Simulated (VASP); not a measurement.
```yaml
crystal:
  lattice:
    - [2.06619, 1.19292, 6.80780]
    - [-2.06619, 1.19292, 6.80780]
    - [0.00000, -2.38583, 6.80780]
  atoms:
    - { symbol: Zn, position: [0.49924, 0.49924, 0.49924] }
    - { symbol: Cd, position: [0.00186, 0.00186, 0.00186] }
    - { symbol: Se, position: [0.13043, 0.13043, 0.13043] }
    - { symbol: Se, position: [0.61847, 0.61847, 0.61847] }
```

Level of theory: PBEsol GGA, VASP's PBE PAW potentials (set 64) (plane waves; VASP). Numerical set-up: 400 eV cut-off, Gaussian smearing of 0.050 eV, potentials Zn Cd Se.

Q: Estimate the band gap (along the path) with the smallest direct gap where there is one.

A: 
| Item | Result |
|---|---|
| band gap (along the path) | 0.62 eV |
| smallest direct gap (along the path) | 0.62 eV |

Total energies compare only between runs with the same potentials, cut-off and functional.

The structure comes from a computed database's ZnCdSe2 entry (R3m); how it stands against other phases isn't given here. It was relaxed first, which changed the volume by -6 %.
